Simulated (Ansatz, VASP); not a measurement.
# Cross-check of LiCl between VASP and Ansatz, part 2 of 2

Wanted: the spread between two codes on one cell, functional and k mesh. The cell is taken from a series of runs on this material, whose earlier steps may have relaxed, scaled, displaced or heated it; both programs get it as it stands.

VASP 6.6.1 and Ansatz 0.2.0.

So far: The structure; Ansatz: dielectric response, PBE.

### 3. VASP: dielectric response, PBE

Level of this step: PBE; plane waves and PAW (Li_sv, Cl) (VASP).

The same cell, functional and mesh now go to VASP, with its own data sets.

Lines of VASP's logs that name or quote its potential files are left out, and so is its time.

The input, INCAR:

```
SYSTEM = LiCl
PREC = Accurate
ENCUT = 650
EDIFF = 1E-08
NELM = 120
ISMEAR = 0
SIGMA = 0.01
LREAL = .FALSE.
ALGO = Normal
GGA = PE
NBANDS = 11
LORBIT = 11
LWAVE = .FALSE.
LCHARG = .FALSE.
ISIF = 2
LEPSILON = .TRUE.
LASPH = .TRUE.
GGA_COMPAT = .FALSE.
EFERMI = MIDGAP
```

The input, POSCAR:

```
LiCl
1.0
    0.0000000000      2.5715000000      2.5715000000
    2.5715000000      0.0000000000      2.5715000000
    2.5715000000      2.5715000000      0.0000000000
Li Cl
1 1
Direct
    0.0000000000      0.0000000000      0.0000000000
    0.5000000000      0.5000000000      0.5000000000
```

The input, KPOINTS:

```
Automatic mesh
0
Gamma
8 8 8
0 0 0
```

PAW data sets: Li_sv and Cl (PBE family, release 64).

On the command line:

```sh
$ mpirun -np 1 vasp_std
```

Numbers of over 12 decimals in the logs are rounded to 6 here.

Output:

```text
[banner, memory and clock lines left out]
running    1 mpi-ranks, on    1 nodes
 distrk:  each k-point on    1 cores,    1 groups
 distr:  one band on    1 cores,    1 groups

 POSCAR found type information on POSCAR LiCl
 POSCAR found :  2 types and       2 ions
 LDA part: xc-table for (Slater+PW92), standard interpolation
 POSCAR, INCAR and KPOINTS ok, starting setup
 FFT: planning ... GRIDC
 FFT: planning ... GRID_SOFT
 FFT: planning ... GRID
 WAVECAR not read
 entering main loop
       N       E                     dE             d eps       ncg     rms          rms(c)
DAV:   1     0.458637219351E+02    0.45864E+02   -0.45733E+03   638   0.974E+02
DAV:   2    -0.446087555982E+01   -0.50325E+02   -0.48242E+02   797   0.164E+02
DAV:   3    -0.735746485803E+01   -0.28966E+01   -0.28876E+01   826   0.411E+01
DAV:   4    -0.744973075412E+01   -0.92266E-01   -0.92208E-01   941   0.703E+00
DAV:   5    -0.745055443678E+01   -0.82368E-03   -0.82366E-03   830   0.673E-01    0.238E+00
DAV:   6    -0.737978516138E+01    0.70769E-01   -0.15883E-01   815   0.199E+00    0.169E+00
DAV:   7    -0.738102165056E+01   -0.12365E-02   -0.50525E-02   944   0.129E+00    0.919E-01
DAV:   8    -0.738517873491E+01   -0.41571E-02   -0.69239E-03   738   0.637E-01    0.148E-01
DAV:   9    -0.738514705687E+01    0.31678E-04   -0.20407E-04   791   0.111E-01    0.512E-02
DAV:  10    -0.738520993522E+01   -0.62878E-04   -0.11159E-04   733   0.775E-02    0.385E-02
DAV:  11    -0.738521077291E+01   -0.83769E-06   -0.87974E-06   868   0.203E-02    0.190E-03
DAV:  12    -0.738521120999E+01   -0.43708E-06   -0.47024E-07   760   0.516E-03    0.481E-03
DAV:  13    -0.738521106569E+01    0.14430E-06   -0.14768E-07   878   0.261E-03    0.287E-04
DAV:  14    -0.738521108746E+01   -0.21767E-07   -0.20227E-09   457   0.420E-04    0.505E-04
DAV:  15    -0.738521107648E+01    0.10984E-07   -0.19938E-09   445   0.317E-04    0.431E-05
DAV:  16    -0.738521107519E+01    0.12850E-08   -0.42242E-10   424   0.169E-04
   1 F= -.73852111E+01 E0= -.73852111E+01  d E =0.000000E+00
 Linear response reoptimize wavefunctions to high precision
DAV:   1    -0.738521107587E+01   -0.67666E-09   -0.91923E-11   463   0.726E-05
DAV:   2    -0.738521107585E+01    0.16257E-10   -0.27194E-11   418   0.378E-05
 Linear response G [H, r] |phi>, progress :
  Direction:   1
       N       E                     dE             d eps       ncg     rms
RMM:   1    -0.272333249903E+02   -0.27233E+02    0.28100E+02   961   0.188E+02
RMM:   2    -0.350983752369E+02   -0.78651E+01   -0.13374E+01  1352   0.240E+01
RMM:   3    -0.353792642789E+02   -0.28089E+00   -0.77454E-01  1446   0.599E+00
RMM:   4    -0.354088327899E+02   -0.29569E-01   -0.13140E-01  1505   0.220E+00
RMM:   5    -0.354134292897E+02   -0.45965E-02   -0.14614E-02  1525   0.768E-01
RMM:   6    -0.354138473139E+02   -0.41802E-03   -0.19078E-03  1554   0.300E-01
RMM:   7    -0.354139116514E+02   -0.64338E-04   -0.10669E-04  1593   0.931E-02
RMM:   8    -0.354139300866E+02   -0.18435E-04   -0.80388E-04  1593   0.355E-02
RMM:   9    -0.354139293011E+02    0.78549E-06   -0.78194E-04  1602   0.112E-02
RMM:  10    -0.354139298748E+02   -0.57366E-06   -0.67383E-04  1587   0.457E-03
RMM:  11    -0.354139301297E+02   -0.25494E-06   -0.16315E-04  1572   0.224E-03
RMM:  12    -0.354139301003E+02    0.29481E-07   -0.89567E-05  1487   0.135E-03
RMM:  13    -0.354139300678E+02    0.32447E-07    0.16995E-05  1326   0.100E-03
RMM:  14    -0.354139301081E+02   -0.40251E-07   -0.11652E-05  1179   0.841E-04
RMM:  15    -0.354139300341E+02    0.73985E-07    0.28929E-05  1141   0.789E-04
RMM:  16    -0.354139300709E+02   -0.36804E-07    0.13055E-05  1080   0.761E-04
RMM:  17    -0.354139300375E+02    0.33333E-07    0.32883E-05  1047   0.751E-04
RMM:  18    -0.354139300830E+02   -0.45458E-07    0.25995E-05   995   0.737E-04
 Linear response G [H, r] |phi>, progress :
  Direction:   2
       N       E                     dE             d eps       ncg     rms
RMM:   1    -0.307631414281E+02   -0.30763E+02    0.97138E+01   978   0.151E+02
RMM:   2    -0.372082555912E+02   -0.64451E+01   -0.10164E+01  1331   0.219E+01
RMM:   3    -0.374467064838E+02   -0.23845E+00   -0.60891E-01  1447   0.553E+00
RMM:   4    -0.374725931403E+02   -0.25887E-01   -0.10455E-01  1507   0.204E+00
RMM:   5    -0.374772907386E+02   -0.46976E-02   -0.10301E-02  1524   0.700E-01
RMM:   6    -0.374776899082E+02   -0.39917E-03   -0.15839E-03  1556   0.278E-01
RMM:   7    -0.374777113592E+02   -0.21451E-04    0.13756E-04  1585   0.910E-02
RMM:   8    -0.374777628785E+02   -0.51519E-04   -0.53410E-04  1589   0.346E-02
RMM:   9    -0.374777668775E+02   -0.39990E-05   -0.52095E-04  1595   0.109E-02
RMM:  10    -0.374777673536E+02   -0.47610E-06   -0.16205E-05  1566   0.439E-03
RMM:  11    -0.374777674783E+02   -0.12471E-06   -0.83016E-05  1551   0.217E-03
RMM:  12    -0.374777677500E+02   -0.27173E-06   -0.67772E-05  1478   0.127E-03
[...]
RMM:   7    -0.225236340662E+00   -0.85874E-06   -0.87164E-06  1547   0.521E-03
RMM:   8    -0.225236486713E+00   -0.14605E-06   -0.45619E-05  1594   0.222E-03
RMM:   9    -0.225236508949E+00   -0.22236E-07   -0.58409E-05  1533   0.807E-04
RMM:  10    -0.225236512847E+00   -0.38983E-08   -0.15900E-06  1458   0.331E-04
RMM:  11    -0.225236513024E+00   -0.17641E-09   -0.10841E-05  1296   0.159E-04
[...]
RMM:  11    -0.158229203588E+00   -0.11933E-08   -0.40882E-06  1147   0.200E-04
RMM:  12    -0.158229204283E+00   -0.69525E-09   -0.55409E-07   991   0.126E-04
RMM:  13    -0.158229200125E+00    0.41575E-08   -0.12816E-06   921   0.958E-05
RMM:  14    -0.158229198047E+00    0.20787E-08   -0.13424E-07   845   0.812E-05
RMM:  15    -0.158229198022E+00    0.24978E-10   -0.52538E-07   765   0.755E-05
RMM:  16    -0.158229197978E+00    0.43212E-10    0.22465E-08   708   0.733E-05
 change of polarisation eV/A/(eV/A) component  3 :     0.045    -0.069     0.316
 dielectric tensor                  component  3 :     0.240    -0.368     2.684
 Linear response to external field, progress :
  Direction:   1
       N       E                     dE             d eps       ncg     rms          rms(c)
RMM:   1    -0.199869817030E+00   -0.19987E+00   -0.59544E-01  2957   0.286E+00
RMM:   2    -0.209145340280E+00   -0.92755E-02   -0.22701E-02  2756   0.750E-01    0.108E+00
RMM:   3    -0.189528830971E+00    0.19617E-01   -0.31885E-02  2600   0.888E-01    0.554E-01
RMM:   4    -0.197657029612E+00   -0.81282E-02   -0.15371E-02  2714   0.634E-01    0.202E-01
RMM:   5    -0.207897803340E+00   -0.10241E-01   -0.22418E-03  2646   0.295E-01    0.369E-02
RMM:   6    -0.207906235294E+00   -0.84320E-05   -0.95453E-04  3007   0.109E-01    0.168E-02
RMM:   7    -0.208488608949E+00   -0.58237E-03   -0.58697E-04  2803   0.580E-02    0.272E-03
RMM:   8    -0.208536550065E+00   -0.47941E-04   -0.24821E-04  3100   0.291E-02    0.187E-03
RMM:   9    -0.208532952608E+00    0.35975E-05    0.39799E-04  3090   0.153E-02    0.229E-03
RMM:  10    -0.208523913591E+00    0.90390E-05    0.37942E-04  3134   0.765E-03    0.220E-03
RMM:  11    -0.208538411679E+00   -0.14498E-04    0.29735E-04  3044   0.375E-03    0.145E-03
RMM:  12    -0.208533849851E+00    0.45618E-05    0.12605E-04  2897   0.178E-03    0.473E-04
RMM:  13    -0.208532238556E+00    0.16113E-05    0.33725E-05  2907   0.806E-04    0.702E-04
RMM:  14    -0.208532865160E+00   -0.62660E-06    0.10304E-05  2942   0.300E-04    0.451E-04
RMM:  15    -0.208533006707E+00   -0.14155E-06    0.16561E-06  2741   0.181E-04    0.207E-05
RMM:  16    -0.208533143512E+00   -0.13680E-06    0.17666E-07  2205   0.785E-05    0.708E-06
 change of polarisation eV/A/(eV/A) component  1 :     0.368     0.090     0.027
 dielectric tensor                  component  1 :     2.961     0.477     0.143
 Linear response to external field, progress :
  Direction:   2
       N       E                     dE             d eps       ncg     rms          rms(c)
RMM:   1    -0.199785362602E+00   -0.19979E+00   -0.59459E-01  2957   0.286E+00
RMM:   2    -0.209149528883E+00   -0.93642E-02   -0.22737E-02  2761   0.753E-01    0.108E+00
RMM:   3    -0.189528772879E+00    0.19621E-01   -0.31862E-02  2599   0.888E-01    0.554E-01
RMM:   4    -0.197658293129E+00   -0.81295E-02   -0.15382E-02  2722   0.635E-01    0.202E-01
RMM:   5    -0.207899928916E+00   -0.10242E-01   -0.22398E-03  2647   0.295E-01    0.369E-02
RMM:   6    -0.207907005453E+00   -0.70765E-05   -0.95508E-04  3011   0.109E-01    0.168E-02
RMM:   7    -0.208488226832E+00   -0.58122E-03   -0.57360E-04  2796   0.581E-02    0.280E-03
RMM:   8    -0.208538894120E+00   -0.50667E-04   -0.30384E-04  3100   0.293E-02    0.179E-03
RMM:   9    -0.208532831168E+00    0.60630E-05    0.35800E-04  3100   0.155E-02    0.199E-03
RMM:  10    -0.208521715200E+00    0.11116E-04    0.48464E-04  3128   0.779E-03    0.228E-03
RMM:  11    -0.208530910675E+00   -0.91955E-05    0.35490E-04  3103   0.365E-03    0.256E-03
RMM:  12    -0.208529064008E+00    0.18467E-05    0.10203E-04  3130   0.143E-03    0.376E-03
RMM:  13    -0.208533739428E+00   -0.46754E-05    0.34826E-05  2822   0.870E-04    0.896E-04
RMM:  14    -0.208533962257E+00   -0.22283E-06    0.66035E-06  2981   0.328E-04    0.356E-04
RMM:  15    -0.208532736158E+00    0.12261E-05    0.16363E-06  2842   0.177E-04    0.153E-04
RMM:  16    -0.208532443147E+00    0.29301E-06   -0.48226E-08  2548   0.862E-05    0.165E-04
RMM:  17    -0.208532777274E+00   -0.33413E-06   -0.38486E-08  1832   0.626E-05    0.488E-05
RMM:  18    -0.208532909283E+00   -0.13201E-06   -0.11854E-07  1421   0.532E-05    0.290E-05
RMM:  19    -0.208532996169E+00   -0.86886E-07   -0.55607E-08  1359   0.526E-05    0.241E-06
 change of polarisation eV/A/(eV/A) component  2 :     0.070     0.368    -0.018
 dielectric tensor                  component  2 :     0.375     2.961    -0.094
 Linear response to external field, progress :
  Direction:   3
       N       E                     dE             d eps       ncg     rms          rms(c)
RMM:   1    -0.199897764519E+00   -0.19990E+00   -0.59572E-01  2950   0.286E+00
RMM:   2    -0.209127666489E+00   -0.92299E-02   -0.22494E-02  2755   0.746E-01    0.108E+00
RMM:   3    -0.189528612808E+00    0.19599E-01   -0.31924E-02  2598   0.887E-01    0.554E-01
RMM:   4    -0.197654005357E+00   -0.81254E-02   -0.15377E-02  2722   0.634E-01    0.202E-01
RMM:   5    -0.207897884189E+00   -0.10244E-01   -0.22508E-03  2644   0.295E-01    0.370E-02
RMM:   6    -0.207907227208E+00   -0.93430E-05   -0.97289E-04  3001   0.109E-01    0.168E-02
RMM:   7    -0.208485725549E+00   -0.57850E-03   -0.65240E-04  2799   0.581E-02    0.291E-03
RMM:   8    -0.208538936814E+00   -0.53211E-04   -0.30239E-04  3095   0.295E-02    0.187E-03
RMM:   9    -0.208530917716E+00    0.80191E-05    0.31304E-04  3089   0.159E-02    0.212E-03
RMM:  10    -0.208522503591E+00    0.84141E-05    0.39120E-04  3142   0.808E-03    0.230E-03
RMM:  11    -0.208534578332E+00   -0.12075E-04    0.28148E-04  3065   0.387E-03    0.231E-03
RMM:  12    -0.208527862107E+00    0.67162E-05    0.93569E-05  2853   0.209E-03    0.629E-03
RMM:  13    -0.208534519733E+00   -0.66576E-05    0.29099E-05  2695   0.166E-03    0.484E-04
RMM:  14    -0.208533720999E+00    0.79873E-06    0.69780E-06  3010   0.468E-04    0.544E-04
RMM:  15    -0.208533095689E+00    0.62531E-06    0.56728E-07  2899   0.245E-04    0.439E-05
RMM:  16    -0.208532838794E+00    0.25690E-06   -0.46259E-07  2546   0.974E-05    0.559E-05
RMM:  17    -0.208532943613E+00   -0.10482E-06   -0.59969E-07  1805   0.626E-05    0.189E-05
RMM:  18    -0.208533013097E+00   -0.69484E-07   -0.34206E-07  1464   0.536E-05    0.699E-06
 change of polarisation eV/A/(eV/A) component  3 :     0.003     0.042     0.368
 dielectric tensor                  component  3 :     0.014     0.222     2.961
 Born effective charges drift removed
```

Parts of OUTCAR (step 3):

```text
ion  position               nearest neighbor table
   1  0.000  0.000  0.000-   2 2.57   2 2.57   2 2.57   2 2.57   2 2.57   2 2.57
   2  0.500  0.500  0.500-   1 2.57   1 2.57   1 2.57   1 2.57   1 2.57   1 2.57

  LATTYP: Found a face centered cubic cell.
 ALAT       =     5.1430000000

 Subroutine GETGRP returns: Found 48 space group operations
 (whereof 48 operations were pure point group operations)

The static configuration has the point symmetry O_h .

 Found     29 irreducible k-points:

   k-points           NKPTS =     29   k-points in BZ     NKDIM =     29   number of bands    NBANDS=     11

   dimension x,y,z NGX =    30 NGY =   30 NGZ =   30
   dimension x,y,z NGXF=    60 NGYF=   60 NGZF=   60

   ENCUT  =  650.0 eV  47.77 Ry    6.91 a.u.   7.56  7.56  7.56*2*pi/ulx,y,z

   NELECT =      10.0000    total number of electrons

 k-points in reciprocal lattice and weights: Automatic mesh
   0.00000000  0.00000000  0.00000000       0.002
   0.12500000  0.00000000  0.00000000       0.016
   0.25000000  0.00000000  0.00000000       0.016
   0.37500000  0.00000000  0.00000000       0.016
   0.50000000  0.00000000  0.00000000       0.008
   0.12500000  0.12500000  0.00000000       0.012
   0.25000000  0.12500000  0.00000000       0.047
   0.37500000  0.12500000  0.00000000       0.047
   0.50000000  0.12500000  0.00000000       0.047
[...]
-0.37500000  0.50000000  0.12500000       0.023
  -0.25000000  0.50000000  0.25000000       0.012

 average (electrostatic) potential at core
       1 -62.0916       2 -92.6553

  Total        0.0052518      0.0052518      0.0052518      0.0000000      0.0000000      0.0000000
  in kB        0.2474154      0.2474154      0.2474154      0.0000000      0.0000000      0.0000000
  external PRESSURE =       0.2474154 kB  Pullay stress =       0.0000000 kB

  energy-cutoff  :      650.00
  volume of cell :       34.01
      direct lattice vectors                 reciprocal lattice vectors
     0.000000000  2.571500000  2.571500000    -0.194439043  0.194439043  0.194439043
     2.571500000  0.000000000  2.571500000     0.194439043 -0.194439043  0.194439043
     2.571500000  2.571500000  0.000000000     0.194439043  0.194439043 -0.194439043

 POSITION                                       TOTAL-FORCE (eV/Angst)
 -----------------------------------------------------------------------------------
      0.00000      0.00000      0.00000         0.000000      0.000000      0.000000
      2.57150      2.57150      2.57150        -0.000000     -0.000000     -0.000000
 -----------------------------------------------------------------------------------
    total drift:                               -0.000000     -0.000000      0.000000

 MACROSCOPIC STATIC DIELECTRIC TENSOR (including local field effects in DFT)
 ------------------------------------------------------
           2.960599     0.000000    -0.000000
           0.000000     2.960599     0.000000
          -0.000000     0.000000     2.960599
 ------------------------------------------------------

 PIEZOELECTRIC TENSOR (including local field effects)  for field in x, y, z        (C/m^2)
          XX          YY          ZZ          XY          YZ          ZX
  --------------------------------------------------------------------------------
  x     0.00000     0.00000     0.00000     0.00000     0.00000     0.00000
  y     0.00000     0.00000     0.00000     0.00000     0.00000     0.00000
  z     0.00000     0.00000     0.00000     0.00000     0.00000     0.00000

 BORN EFFECTIVE CHARGES (including local field effects) (in |e|, cummulative output)
 ---------------------------------------------------------------------------------
 ion    1
    1     1.18950     0.00000     0.00000
    2     0.00000     1.18950     0.00000
    3     0.00000     0.00000     1.18950
 ion    2
    1    -1.18950     0.00000     0.00000
    2     0.00000    -1.18950     0.00000
    3     0.00000     0.00000    -1.18950
```

### 4. Differences

Known differences besides the potentials themselves: fixed occupations in Ansatz, narrow Gaussian smearing in VASP; the cutoff is 420 eV in Ansatz and 650 eV in VASP. Total energies have different zeros and are not compared.

The two programs side by side:

```
                                     quantity  Ansatz   VASP  difference
                                        ε∞ xx    2.95   2.96     -0.40 %
                                        ε∞ yy    2.95   2.96     -0.40 %
                                        ε∞ zz    2.95   2.96     -0.40 %
Born charge of Li1 (mean of the diagonal) (e)    1.19   1.19        0.00
Born charge of Cl2 (mean of the diagonal) (e)   -1.19  -1.19        0.00
```

### 5. Outcome

```json
{
 "difference in ε∞ xx (dielectric response, PBE)": "-0.40 %"
}
```

The difference in ε∞ xx is -0.40 % (dielectric response, PBE), within the 5 % picked in this series as the mark of a large difference. How closely two codes agree says nothing of how well the functional describes the real material.

[Lines on the potential files, build, host, timing and source positions are cut from VASP's logs without a mark.]

[Logs are printed without paths, hosts, clocks, repeated set-up lines and the standing remarks that a program may print on its own settings, such as how far it seeks lower states.]

[Hosts, paths, dates, database ids (printed as entryN), source tags and the programs' standing remarks are cut or masked in the printed files.]
